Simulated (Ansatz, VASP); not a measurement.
# Cross-check of VSi2N4 (VSi2N4 monolayer) between VASP and Ansatz

Wanted: the spread between two codes on one cell, functional and k mesh. The structure shown is the start of the Ansatz relaxation below; VASP solves that cell, so the two are compared at the walk's first step.

Calculated with Ansatz 0.2.0; plane waves, with VASP 6.6.1 beside it; single point at r2SCAN with D4.

**1. Starting point**

The cell holds 7 atoms: 4 N, 2 Si and 1 V. Cell: a = 2.920 Å, b = 2.920 Å, c = 44.631 Å, α = 90.0°, β = 90.0°, γ = 120.0°. Vacuum lies along c.

Coordinates:

```xyz
7
Lattice="2.9200 0.0000 0.0000 -1.4600 2.5288 0.0000 0.0000 0.0000 44.6308" Properties=species:S:1:pos:R:3
N     0.0000    0.0000   18.9000
N     0.0000    1.6859   21.1194
N     0.0000    1.6859   23.5114
N     0.0000    0.0000   25.7308
Si    0.0000    1.6859   19.3694
Si    0.0000    1.6859   25.2614
V     0.0000    0.0000   22.3154
```

**2. Ansatz: relaxation, r2SCAN with D4**

Ansatz runs on its default PAW (the set named soft_2) files.

The two programs are compared at the cell with which this relaxation starts, whose forces are those of its first step.

input.yaml

```yaml
crystal:
  lattice:
    - [2.92, 0.0, 0.0]
    - [-1.46, 2.5287941791, 0.0]
    - [0.0, 0.0, 44.6308141166]
  atoms:
    - { symbol: "N", position: [0.0, 0.0, 0.423474238] }
    - { symbol: Si, position: [0.3333333333, 0.6666666667, 0.4339923585] }
    - { symbol: "N", position: [0.3333333333, 0.6666666667, 0.4732029361] }
    - { symbol: V, position: [0.0, 0.0, 0.5], spin: 1.0 }
    - { symbol: "N", position: [0.3333333333, 0.6666666667, 0.5267970639] }
    - { symbol: Si, position: [0.3333333333, 0.6666666667, 0.5660076415] }
    - { symbol: "N", position: [0.0, 0.0, 0.576525762] }
  periodic: [true, true, false]
magnetization:
  spin_polarized: true
kpoints:
  mp_grid: { grid: [12, 12, 1] }
hamiltonian:
  xc: r2scan
  dispersion: d4
scf:
  occupations: { method: fermi_dirac, width: 0.05 }
  convergence: { dr2_threshold: 1.0e-09 }
relax:
  f_tol: 0.004
  max_steps: 90
  cell: {}
output:
  write_potential: true
  write_density: true
  volumetric_format: npy
```

The run is started by

```
$ ansatz run input.yaml --threads 4 --pin off --max-ram 6144MiB --backend cpu --events-out ev --progress --plain --runs-dir out
```

Numbers of over 12 decimals in the logs are rounded to 6 here.

The log of the run:

```text
Warning: relax.cell: scf.convergence.dr2_threshold = 1e-9 eV is looser than the 2.47108561653e-10 eV advised for a relaxation that steers and ends on the stress (1e-10 eV for each atom of the cell: 7, times the square of relax.cell.stress_2d_tol = 0.05 N/m over 16.8 Å (the atoms' height at the walk's start and 5 Å past either face), 2.971e-2 GPa, over a crystal's default 0.05). What an SCF threshold leaves in a stress goes as its square root, and in the free energy as the threshold itself, and one threshold admits the most on a small cell: [figures from the program's tests cut] Set scf.convergence.dr2_threshold to 2.47108561653e-10 eV or tighter. [rest of the remark cut]
Engine: ansatz 0.2.0, aarch64-unknown-linux-gnu
Pseudopotentials: kind: paw
Pseudopotential: N, paw, valence charge 5, recommended cutoff 500 eV (meta_gga), N.paw.azcp
Pseudopotential: Si, paw, valence charge 4, recommended cutoff 500 eV (meta_gga), Si.paw.azcp
Pseudopotential: V, paw, valence charge 13, recommended cutoff 500 eV (meta_gga), V.paw.azcp
Functional definition: r2SCAN
  parameter k0 = 0.174
  parameter k1 = 0.065
  parameter a1 = 4.9479
  exchange = r2scan_x(k0 = k0, k1 = k1, a1 = a1)
  correlation = r2scan_c
Crystal: 7 atoms, lattice volume = 329.557 Å³
Basis set: ecut = 500 eV, 8419 PW (Γ), exchange–correlation on 96×96×1440 points (64 copies of the dense FFT grid, shifted against one another)
Bands: 28, of which v1, the nominal top of the filled ones, is band 21 counted from 1 (20 counted from 0)
Symmetry: 12 space group operations
Space group: P-6m2 (ITA 187), of the structure as read, at distance tolerance 6.9e-5 Å
Magnetic group: BNS 187.209 (UNI 1439), of the structure as read, at distance tolerance 6.9e-5 Å
k-points: 19 of 144 (time reversal used)
Non-local potential: N, projectors of the file, l = 0: 2, l = 1: 2, l = 2: 1
Non-local potential: Si, projectors of the file, l = 0: 2, l = 1: 2, l = 2: 2
Non-local potential: V, projectors of the file, l = 0: 3, l = 1: 2, l = 2: 3, l = 3: 1
PAW form: soft (Blöchl's): semilocal exchange-correlation on the pseudo side does not see the compensation charge
PAW frozen core: N, regenerated for the run's functional (the file was generated under x = pbe(κ = 0.804, μ = 0.219515), c = pbe(β = 0.066725))
PAW frozen core: Si, regenerated for the run's functional (the file was generated under x = pbe(κ = 0.804, μ = 0.219515), c = pbe(β = 0.066725))
PAW frozen core: V, regenerated for the run's functional (the file was generated under x = pbe(κ = 0.804, μ = 0.219515), c = pbe(β = 0.066725))
PAW one-centre angular grid: N, 302 points (default); XC on 160 Gauss nodes
PAW one-centre angular grid: Si, 302 points (default); XC on 160 Gauss nodes
PAW one-centre angular grid: V, 590 points (default); XC on 160 Gauss nodes
Initial density: superposition of atomic densities (neutral atoms: chi_scale 0, normalization atom)
Starting moments: Σ|m| = 1 μB on 1 of 7 sites
Initial wavefunctions: pseudopotential atomic-orbital guess
Functional: x = r2scan, c = r2scan; τ floored in thin density (d = 2e-4 eV/Å³)
SCF iter   1: F=—  HF=-5750.374858 eV  |F-HF|=—  |Δ(HF+E_count)|=         —  Δρ=4.59e-2 (↑4.59e-2 ↓4.48e-2)  dr2=3.03e1  dr2_τ=7.14e-1  dr2_m=4.84e-2  M=0.946 μB ∫|m|=1.030 μB  β_m=1.00  ethr=3.10e-3  ⟨swp⟩=15.2  Hψ=9352  notcnv=0
Mixer restart at iter 1: flushing history
preconditioner: auto → LDOS  [metal: Δε(μ)=0.075 eV  Ē_g=13.071 eV  σ=0.050 eV  W_gap=0.33  n_scr=26 (ndim 8)  ℏωp=11.8 eV  f_vac=0.758  D(μ)=0.72/eV (n_scr^D=8)]
spin=Collinear: LDOS preconditioning applied to the charge; magnetization (m = ρ↑ − ρ↓) channel mixes plain (no charge-response kernel on spin).
SCF iter   2: F=—  HF=-5743.217034 eV  |F-HF|=—  |Δ(HF+E_count)|=    7.16e0  Δρ=1.82e-2 (↑1.62e-2 ↓1.82e-2)  dr2=4.11e0  dr2_τ=9.38e-2  dr2_m=1.89e-2  M=0.999 μB ∫|m|=1.145 μB  β_m=1.00  ethr=3.10e-3  ⟨swp⟩=4.7  Hψ=3524  notcnv=0  defer=71  κ⁻¹=1.0e0(r=1)
preconditioner: auto → Resta (q_TF=auto, 1.928 Å⁻¹)  ε∞=1.9  [insulator: Δε(μ)=0.502 eV  Ē_g=12.105 eV  σ=0.050 eV  W_gap=0.98  n_scr=26 (ndim 8)  ℏωp=11.8 eV  f_vac=0.761  D(μ)=0.01/eV (n_scr^D=0)  ε∞_Penn≈1.9  vacuum switching on, ρ_ref=1.1e-2 e/Å³]
spin=Collinear: Resta preconditioning applied to the charge; magnetization (m = ρ↑ − ρ↓) channel mixes plain (no charge-response kernel on spin).
[...]
SCF iter   6: F=—  HF=-5742.992493 eV  |F-HF|=—  |Δ(HF+E_count)|=   6.25e-7  Δρ=2.22e-6 (↑2.22e-6 ↓2.20e-6)  dr2=2.27e-8  dr2_τ=1.88e-9  dr2_m=4.50e-10  M=1.000 μB ∫|m|=1.288 μB  β_m=1.00  ethr=1.26e-10  ⟨swp⟩=3.1  Hψ=2432  notcnv=0  κ⁻¹=6.2e-5(r=5)
SCF iter   7: F=—  HF=-5742.992493 eV  |F-HF|=—  |Δ(HF+E_count)|=   2.42e-7  Δρ=1.25e-6 (↑1.25e-6 ↓1.20e-6)  dr2=1.25e-8  dr2_τ=4.40e-10  dr2_m=2.58e-11  M=1.000 μB ∫|m|=1.288 μB  β_m=1.00  ethr=5.53e-11  ⟨swp⟩=2.9  Hψ=2171  notcnv=0  κ⁻¹=6.1e-5(r=6)
SCF iter   8: F=—  HF=-5742.992493 eV  |F-HF|=—  |Δ(HF+E_count)|=   1.19e-7  Δρ=6.15e-7 (↑6.15e-7 ↓6.11e-7)  dr2=1.88e-9  dr2_τ=1.19e-10  dr2_m=4.35e-12  M=1.000 μB ∫|m|=1.289 μB  β_m=1.00  ethr=3.05e-11  ⟨swp⟩=3.3  Hψ=2320  notcnv=0  κ⁻¹=3.9e-5(r=7)
SCF iter   9: F=—  HF=-5742.992493 eV  |F-HF|=—  |Δ(HF+E_count)|=   3.01e-8  Δρ=3.17e-7 (↑3.17e-7 ↓2.16e-7)  dr2=5.12e-10  dr2_τ=1.24e-11  dr2_m=3.78e-11  M=1.000 μB ∫|m|=1.289 μB  β_m=1.00  ethr=4.59e-12  ⟨swp⟩=4.0  Hψ=2600  notcnv=0  κ⁻¹=1.4e-5(r=8)
SCF iter  10: F=-5742.992493 eV  HF=-5742.992493 eV  |F-HF|=9.57e-10  |Δ(HF+E_count)|=  5.35e-10  Δρ=2.05e-7 (↑1.95e-7 ↓2.05e-7)  dr2=7.80e-10  dr2_τ=4.63e-12  dr2_m=1.34e-12  M=1.000 μB ∫|m|=1.289 μB  ethr=1.25e-12  ⟨swp⟩=12.7  Hψ=8473  notcnv=0
SCF 7 converged in 10 iterations: F = -5742.992493 eV  dr2 = 7.80e-10
relax step   7: F+E_penalty+E_count = -5742.99249322 eV  Δ(F+E_penalty+E_count) = +1.106e-3 eV  max|allowed force component| = 2.764e-4 eV/Å  Δτ_max = 0.0000 Å  P = +0.003 N/m  Ω = 316.587 Å³  fix = [c, alpha, beta]  reactions: c +0.000 N/m  stress off target by 2.75e-3 N/m on what of the cell is left free  SCF on the basis re-selected at this cell (its energy is not comparable with the rows above)  (10 SCF iters)
basis re-selected at this cell: Δ(F+E_penalty+E_count) = +1.106e-3 eV, ΔP = +0.004 N/m vs the last step (what re-selecting the basis moved, of the pressure what is left beyond the Pulay correction that the steps carried, after the strain that the cell walked since its last selection, with what the two solves' SCF thresholds leave and, on support functions, any second-order correction that the steps lacked; it is no m [...]
WARN: The output density's exchange-correlation potential varies sharply where the density is thin. Do not read a vacuum level from v_tot or v_xc, or from such a field of the output density. On a cell that repeats whose density bears no net charge and no dipole along the vacuum's axis use v_es (v_loc + v_h of the components); under efield.dipole_correction with no amplitude use v_es + v_field, which holds any externa [...]
SCF converged after 10 iterations
Stability not checked: this state was not tested for a lower state beside it, because the mixer in use, unlike msr1, does not test its closes by its own steps (another_mixer; see scf.mixing.algorithm and scf.lower_state_search)
Magnetization: 0.9999 μB (21.0000 up, 20.0000 down)
Absolute magnetization: 1.2889 μB (∫|ρ↑−ρ↓|, with the PAW one-centre terms)
Spin contamination: 0.0248 ħ² per cell (⟨S²⟩ above its minimum at these occupations)
Per-site moments (μB) at R_I (Å): [(0.00059628, 0.714276), (0.00301866, 0.714276), (-0.058363, 0.719180), (0.808631, 0.832851), (-0.058363, 0.719180), (0.00301866, 0.714276), (0.00059628, 0.714276)]
Free energy (F): -5742.992493 eV
Harris-Foulkes:  -5742.992493 eV  (|F-HF|=9.57e-10)
Internal energy: -5742.992444 eV  (E = F + TS)
E sigma→0 (E₀):  -5742.992469 eV
Entropy (-TS):   -0.000049 eV (-0.007 meV/atom)
Fermi energy:    -5.472988 eV
--- Per-component energies (eV) ---
  E_band       = -862.457656
  E_kinetic    = 965.168909
  E_local      = -186052.314606  (includes V_loc(G=0)·N_el)
  E_nonlocal   = 178.617567
  E_hartree    = 92464.568933
  E_xc         = -475.645749
  E_vxc        = -633.433122  (∫ρ·V_xc dr)
  E_paw        = -2675.272214  (= ΣΔE_a)
  E_vpaw       = -286.647232  (= ΣTr[D̂ρ^β])
  E_aug_tail   = 0.000255  (compensation charges beyond the density's cutoff)
  E_vtau       = 37.015603  (kinetic-family band-sum trace: ∫τ·v_τ [+ j·A + Jᵃ·Aᵃ] dr)
  E_ewald      = 89853.094297
  E_disp       = -0.672930  (pairwise vdW)
  E_core_change = -0.536905  (= ΣΔE_core)
  E_smearing   = -0.000049  (= −TS)
  E_closure    = 0.000000  (closes the sum)
  Σ components = -5742.992493   (vs F -5742.992493, Δ=0.00e0)
--- Forces (eV/Å), atoms counted from 1 ---
  atom   1  N     -0.00000000    -0.00000000    -0.00024342
  atom   2  Si     0.00000000     0.00000000    -0.00027639
  atom   3  N     -0.00000000    -0.00000000     0.00018948
  atom   4  V     -0.00000000    -0.00000000     0.00000000
  atom   5  N     -0.00000000    -0.00000000    -0.00018948
  atom   6  Si     0.00000000     0.00000000     0.00027639
  atom   7  N     -0.00000000    -0.00000000     0.00024342
  max |Σ_I F_I| component: 5.18e-16 eV/Å
--- 2D stress c σ (N/m, compression-positive) ---
        0.002746       0.000000       0.000000
        0.000000       0.002746       0.000000
        0.000000       0.000000       0.000000
  P = ½ c Tr σ = 0.0027 N/m
--- Band table (eV; the first three rows and the last of 38) ---
  k-point 0 ↑: bands = [... 17 lower, -7.6086, -7.5708, -7.5708, -5.7551, -2.8541, -2.8541, -2.8366, -2.8366, ... 3 higher]
  k-point 1 ↑: bands = [... 17 lower, -7.8596, -7.7041, -7.4045, -5.8348, -3.0172, -2.9357, -2.9182, -2.6944, ... 3 higher]
  k-point 2 ↑: bands = [... 17 lower, -8.2121, -8.0333, -7.4741, -6.1347, -3.2677, -3.1579, -2.9154, -2.3540, ... 3 higher]
  k-point 18 ↓: bands = [... 17 lower, -9.4551, -7.7741, -7.1240, -4.8027, -2.8738, -2.2011, -1.8278, -1.3055, ... 3 higher]
  the weakly bound empty levels are not read free of the cell's end (no_gap_told)
--- Relaxed structure (6 steps of the walk, 5 accepted, 1 SCFs on fresh bases) ---
  F+E_penalty+E_count = -5742.99249322 eV   max|allowed force component| = 2.764e-4 eV/Å   (the final SCF, on the basis selected at the relaxed cell)
  cell:  # Å, volume = 316.5867 Å³
    - [2.861960, 0.0, 0.0]
    - [-1.430980, 2.478530, 0.0]
    - [0.0, 0.0, 44.6308141166]
  atoms:
    - { symbol: N, position: [1.0573552618554996e-17, -5.135725556199062e-17, 0.423338] }
    - { symbol: Si, position: [0.333333, 0.666667, 0.434939] }
    - { symbol: N, position: [0.333333, 0.666667, 0.474003] }
    - { symbol: V, position: [1.0573552618554987e-17, -5.135725556199064e-17, 0.500000] }
    - { symbol: N, position: [0.333333, 0.666667, 0.525997] }
    - { symbol: Si, position: [0.333333, 0.666667, 0.565061] }
    - { symbol: N, position: [1.0573552618554996e-17, -5.135725556199062e-17, 0.576662] }
```

In the SCF lines HF is the Harris–Foulkes energy and dr2 the Hartree energy of the density residual, in eV; the loop may stop once dr2 is under the threshold and the program's other checks hold. Hψ counts applications of the Hamiltonian.

(Continued in part 2 of 2.)

[Lines on the potential files, build, host, timing and source positions are cut from VASP's logs without a mark.]

[Logs are printed without paths, hosts, clocks, repeated set-up lines and the standing remarks that a program may print on its own settings, such as how far it seeks lower states.]

[Hosts, paths, dates, database ids (printed as entryN), source tags and the programs' standing remarks are cut or masked in the printed files.]
